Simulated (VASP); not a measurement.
The input files of a VASP run:

**INCAR**
```
AGGAC = 0.0
ALGO = Normal
EDIFF = 1E-6
EDIFFG = -0.01
ENCUT = 520
GGA = ML
IBRION = 2
ISIF = 3
ISMEAR = 1
LASPH = .TRUE.
LCHARG = .FALSE.
LREAL = .FALSE.
LUSE_VDW = .TRUE.
LWAVE = .FALSE.
NELM = 100
NSW = 60
PREC = Accurate
SIGMA = 0.1
SYSTEM = Li
ZAB_VDW = -1.8867
```

**POSCAR**
```
Li
1
   -1.6939970076     1.6939970076     1.6939970076
    1.6939970076    -1.6939970076     1.6939970076
    1.6939970076     1.6939970076    -1.6939970076
Li
1
Direct
  0.0000000000   0.0000000000   0.0000000000
```

### KPOINTS
```
kpoints
0
G
  14 14 14
```

POTCAR, in this order: Li_sv (PBE.64 set). Program: vasp_std.

Question: Translate this vdW-DF2 calculation to Quantum ESPRESSO's pw.x.

Answer: One equivalent input (not run):
```
&CONTROL
  calculation = 'vc-relax'
  pseudo_dir = './pseudo'
  outdir = './out'
  tprnfor = .true.
  tstress = .true.
  nstep = 60
  forc_conv_thr = 0.00039
/
&SYSTEM
  ibrav = 0
  nat = 1
  ntyp = 1
  ecutwfc = 74
  occupations = 'smearing'
  smearing = 'methfessel-paxton'
  degauss = 0.00735
  input_dft = 'vdw-df2'
/
&ELECTRONS
  conv_thr = 7.3e-08
  electron_maxstep = 100
/
&IONS
/
&CELL
/
ATOMIC_SPECIES
  Li 6.940 Li.upf
CELL_PARAMETERS angstrom
    -1.6939970    1.6939970    1.6939970
     1.6939970   -1.6939970    1.6939970
     1.6939970    1.6939970   -1.6939970
ATOMIC_POSITIONS crystal
  Li   0.0000000  0.0000000  0.0000000
K_POINTS automatic
  14 14 14 0 0 0
```
Limits of the translation: the potentials are each code's own (VASP's PAW set, PseudoDojo norm-conserving files in pw.x), so ENCUT and ecutwfc are chosen apart and not converted; conv_thr bounds pw.x's estimated SCF error, while EDIFF bounds the energy change between steps; forc_conv_thr acts on force components and is met together with etot_conv_thr.

The compound is Li in the bcc structure. It was relaxed first, which changed the volume by -9 %. The start is the result of an earlier pass.
